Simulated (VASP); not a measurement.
A VASP calculation is set up with these files.

**KPOINTS**
```
Automatic mesh
0
Gamma
7 7 7
0 0 0
```

### INCAR
```
PSTRESS = 100   ! kbar
LASPH = T
SYSTEM = BaTe
ISIF = 3
LWAVE = F
ENCUT = 500
LMAXMIX = 4   ! l cut-off of mixed one-centre charges
GGA = PS   ! PBEsol
SIGMA = 0.05   ! width (eV)
ISMEAR = 0   ! Gaussian
EDIFFG = -0.02
LCHARG = F
ALGO = Normal
NELM = 100
PREC = Accurate
NSW = 40   ! most ionic steps
LREAL = F   ! projection in real space or not
EDIFF = 1E-6   ! SCF stop (eV)
IBRION = 2   ! conjugate gradients
```

### POSCAR
```
BaTe
1
    4.0364730013     0.0000000000     0.0000000000
    0.0000000000     4.0364730013     0.0000000000
    0.0000000000     0.0000000000     4.0364730013
Ba Te
1 1
Direct
  0.0000000000   0.0000000000   0.0000000000
  0.5000000000   0.5000000000   0.5000000000
```

POTCAR, in this order: Ba_sv Te (PBE.64 set). Program: vasp_std.

Write an equivalent input for Quantum ESPRESSO's pw.x.

One equivalent input (not run):
```
&CONTROL
  calculation = 'vc-relax'
  pseudo_dir = './pseudo'
  outdir = './out'
  tprnfor = .true.
  tstress = .true.
  nstep = 40
  forc_conv_thr = 0.00078
/
&SYSTEM
  ibrav = 0
  nat = 2
  ntyp = 2
  ecutwfc = 82.3
  occupations = 'smearing'
  smearing = 'gaussian'
  degauss = 0.003675
  input_dft = 'pbesol'
/
&ELECTRONS
  conv_thr = 7.3e-08
  electron_maxstep = 100
/
&IONS
/
&CELL
  press = 100
/
ATOMIC_SPECIES
  Ba 137.327 Ba.upf
  Te 127.600 Te.upf
CELL_PARAMETERS angstrom
     4.0364730    0.0000000    0.0000000
     0.0000000    4.0364730    0.0000000
     0.0000000    0.0000000    4.0364730
ATOMIC_POSITIONS crystal
  Ba   0.0000000  0.0000000  0.0000000
  Te   0.5000000  0.5000000  0.5000000
K_POINTS automatic
  7 7 7 0 0 0
```
What does not carry over: the potentials are each code's own (VASP's PAW set, PseudoDojo norm-conserving files in pw.x), so ENCUT and ecutwfc are chosen apart and not converted; conv_thr bounds pw.x's estimated SCF error, while EDIFF bounds the energy change between steps; forc_conv_thr acts on force components and is met together with etot_conv_thr.

The structure was generated: BaTe was put into the CsCl type type (Pm-3m), which need not be its known phase. This run relaxes it under an external pressure of 10 GPa. Symmetry was kept, so distortions that lower it aren't found.
